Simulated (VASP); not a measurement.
# ZnHgPd in VASP: a series of runs, part 2 of 2

VASP 6.6.1.

## 4. Single point, PBE

The input, INCAR:

```
PREC = Accurate
ENCUT = 520
EDIFF = 1E-7
ISMEAR = -1
SIGMA = 0.05
LREAL = False
LASPH = True
NELM = 100
ALGO = Fast
ISIF = 2
LWAVE = False
LCHARG = True
GGA = PE
LELF = True
LVHAR = True
NBANDS = 61
```

The input, KPOINTS:

```
Automatic mesh
0
Gamma
  3 3 3
```

The input, POSCAR:

```
ZnHgPd
1.0
    5.0864770000     -0.3978540000      0.3622830000
   -0.0275010000      6.3411150000     -1.1932670000
   -0.4789200000     -0.0147370000      6.3972320000
Zn Pd Hg
3 3 3
Direct
    0.0582715325      0.2967238740      0.0273899745
    0.4544566728      0.0823516646      0.9347879828
    0.8546142737      0.9890423792      0.2146813512
    0.9737470074      0.4565795000      0.4858501713
    0.5705548810      0.4049556287      0.7898262646
    0.3705820161      0.1534161897      0.4013818651
    0.0981409976      0.6732829034      0.9146725420
    0.7907681380      0.8563740999      0.5899018669
    0.3926881612      0.7165057157      0.3035615061
```

Potentials or basis: VASP PAW PBE potentials, release 64 (Zn, Pd, Hg).

On the command line:

```console
$ cat potpaw_PBE.64/Zn/POTCAR potpaw_PBE.64/Pd/POTCAR potpaw_PBE.64/Hg/POTCAR > POTCAR
$ mpirun -np 1 vasp_std > vasp.out
```

OUTCAR:

```text
PREC = Accurate
   ENCUT = 520
   EDIFF = 1E-7
   ISMEAR = -1
   LREAL = False
   LASPH = True
   NELM = 100
   ISIF = 2
   GGA = PE

 ion  position               nearest neighbor table
   1  0.058  0.297  0.027-   2 2.57   3 2.64   7 2.65   4 2.98   5 3.12   5 3.12   6 3.20   9 3.27

   2  0.454  0.082  0.935-   5 2.46   1 2.57   3 2.90   6 2.98   7 3.05   8 3.05
   3  0.855  0.989  0.215-   1 2.64   8 2.71   2 2.90   7 2.90   6 2.92   9 2.93   6 2.95   4 3.19

   4  0.974  0.457  0.486-   8 2.79   5 2.88   7 2.88   6 2.93   9 2.97   1 2.98   3 3.19
   5  0.571  0.405  0.790-   2 2.46   6 2.84   4 2.88   7 3.08   1 3.12   1 3.12   7 3.12   8 3.49

   6  0.371  0.153  0.401-   9 2.78   5 2.84   3 2.92   4 2.93   3 2.95   2 2.98   1 3.20   8 3.37

   7  0.098  0.673  0.915-   1 2.65   9 2.86   4 2.88   3 2.90   2 3.05   8 3.07   5 3.08   5 3.12

   8  0.791  0.856  0.590-   9 2.71   3 2.71   4 2.79   2 3.05   7 3.07   6 3.37   5 3.49   9 3.69

   9  0.393  0.717  0.304-   8 2.71   6 2.78   7 2.86   3 2.93   4 2.97   1 3.27   8 3.69

  LATTYP: Found a triclinic cell.
 ALAT       =     7.8489568664
 B/A-ratio  =     0.6516610204
[... 198 lines left out ...]
  band No.  band energies     occupation
      1      -5.8105      2.00000
      2      -5.2015      2.00000
      3      -4.9359      2.00000
      4      -4.9252      2.00000
      5      -4.8701      2.00000
      6      -4.7719      2.00000
[... 885 lines left out ...]
     60       7.7161      0.00000
     61       8.5179      0.00000

------------------------ aborting loop because EDIFF is reached ----------------------------------------

  FORCE on cell =-STRESS in cart. coord.  units (eV):
  Direction    XX          YY          ZZ          XY          YZ          ZX
  --------------------------------------------------------------------------------------
  -------------------------------------------------------------------------------------
  Total      -10.1269870     -7.0031459     -7.1855621      0.6069717     -0.6647196      1.4706165
  in kB      -78.3640239    -54.1913102    -55.6028722      4.6968312     -5.1436923     11.3798333
  external PRESSURE =     -62.7194021 kB  Pullay stress =       0.0000000 kB

 VOLUME and BASIS-vectors are now :
 -----------------------------------------------------------------------------
  energy-cutoff  :      520.00
  volume of cell :      207.05
      direct lattice vectors                 reciprocal lattice vectors
     5.086477000 -0.397854000  0.362283000     0.195837257  0.003609812  0.014669403
    -0.027501000  6.341115000 -1.193267000     0.012266757  0.157995475  0.001282301
    -0.478920000 -0.014737000  6.397232000    -0.008802400  0.029266253  0.155726047

 POSITION                                       TOTAL-FORCE (eV/Angst)
 -----------------------------------------------------------------------------------
      0.27512      1.85797     -0.15774        -0.177400      0.078518      0.334488
      1.86163      0.32762      6.04643         0.213323     -0.225067      0.305302
      4.21696      5.92846      0.50279         0.151093      0.729451      0.114296
      4.70770      2.50065      2.91605         0.348768     -0.487447     -0.279932
      2.51271      2.32923      4.77618         0.059074      0.158046     -0.030912
      1.68851      0.81948      2.51892        -0.091500      0.117556     -0.571396
      0.04262      4.21684      5.08352        -0.131066      0.063927     -0.690868
      3.71616      5.10706      3.03834         0.471170      0.334816      0.991438
      1.83231      4.38274      1.22924        -0.843462     -0.769799     -0.172418
 -----------------------------------------------------------------------------------
    total drift:                                0.001009      0.000536      0.000614

  FREE ENERGIE OF THE ION-ELECTRON SYSTEM (eV)
  ---------------------------------------------------
  free  energy   TOTEN  =       -17.5038221947 eV

  energy  without entropy=      -17.4806759001  energy(sigma->0) =      -17.49224905
```

OSZICAR:

```text
N       E                     dE             d eps       ncg     rms          rms(c)
DAV:   1     0.961240195206E+03    0.96124E+03   -0.47773E+04  1713   0.192E+03
DAV:   2     0.852113487146E+02   -0.87603E+03   -0.83585E+03  1732   0.483E+02
DAV:   3    -0.156481265092E+02   -0.10086E+03   -0.95824E+02  1808   0.157E+02
DAV:   4    -0.194696170720E+02   -0.38215E+01   -0.37832E+01  1854   0.340E+01
DAV:   5    -0.195203669565E+02   -0.50750E-01   -0.50715E-01  2025   0.335E+00    0.885E+00
RMM:   6    -0.179614896881E+02    0.15589E+01   -0.69106E+00  1742   0.119E+01    0.983E+00
RMM:   7    -0.175727174508E+02    0.38877E+00   -0.17337E+00  1793   0.636E+00    0.517E+00
RMM:   8    -0.175103599028E+02    0.62358E-01   -0.26872E-01  1873   0.183E+00    0.209E+00
RMM:   9    -0.175082185868E+02    0.21413E-02   -0.76752E-02  1853   0.154E+00    0.570E-01
RMM:  10    -0.175037599777E+02    0.44586E-02   -0.17252E-02  1857   0.530E-01    0.205E-01
RMM:  11    -0.175037498261E+02    0.10152E-04   -0.34690E-03  1948   0.214E-01    0.697E-02
RMM:  12    -0.175038135315E+02   -0.63705E-04   -0.77354E-04  2079   0.120E-01    0.292E-02
RMM:  13    -0.175038208340E+02   -0.73024E-05   -0.11982E-04  1955   0.480E-02    0.173E-02
RMM:  14    -0.175038215219E+02   -0.68794E-06   -0.34125E-05  1931   0.228E-02    0.813E-03
RMM:  15    -0.175038222226E+02   -0.70075E-06   -0.10047E-05  2126   0.106E-02    0.382E-03
RMM:  16    -0.175038222414E+02   -0.18759E-07   -0.18643E-06  1818   0.476E-03    0.139E-03
RMM:  17    -0.175038221947E+02    0.46721E-07   -0.37295E-07  1300   0.231E-03
   1 F= -.17503822E+02 E0= -.17492249E+02  d E =-.231463E-01
```

stdout:

```text
POSCAR found type information on POSCAR ZnPdHg
 POSCAR found :  3 types and       9 ions
 scaLAPACK will be used
 LDA part: xc-table for (Slater+PW92), standard interpolation
 POSCAR, INCAR and KPOINTS ok, starting setup
 FFT: planning ... GRIDC
 FFT: planning ... GRID_SOFT
 FFT: planning ... GRID
 WAVECAR not read
 entering main loop
```

Wall time 1.8 min (1 thread of AMD EPYC 9R45 (Zen 5), shared host); peak memory 0.36 GiB.

Results:

| Item | Value |
| --- | --- |
| Free energy | -17.5038 eV |
| Pressure | -6.3 GPa |
| Largest force | 1.155 eV/Å |
| Band gap on the k mesh | none (metal or under the smearing width) |

Forces on the atoms (eV/Å):
```
Zn  -0.177  0.079  0.334
Zn   0.213 -0.225  0.305
Zn   0.151  0.729  0.114
Pd   0.349 -0.487 -0.280
Pd   0.059  0.158 -0.031
Pd  -0.091  0.118 -0.571
Hg  -0.131  0.064 -0.691
Hg   0.471  0.335  0.991
Hg  -0.843 -0.770 -0.172
```

Stress tensor (GPa, compression positive):
```
-7.84  0.47  1.14
 0.47 -5.42 -0.51
 1.14 -0.51 -5.56
```

Levels at points of the mesh, in eV from the Fermi level:
| k point | band 47 | band 48 | band 49 | band 50 | band 51 | band 52 | band 53 | band 54 | band 55 | band 56 |
| --- | --- | --- | --- | --- | --- | --- | --- | --- | --- | --- |
| (0.00, 0.00, 0.00) | -1.16 | -1.08 | -0.90 | -0.78 | 0.00 | 0.21 | 0.70 | 0.86 | 2.47 | 3.18 |

Caveat: the k mesh is coarse (spacing up to 0.41 Å⁻¹), so the values aren't converged. The run has no spin-orbit coupling, so splittings on Hg are missing.
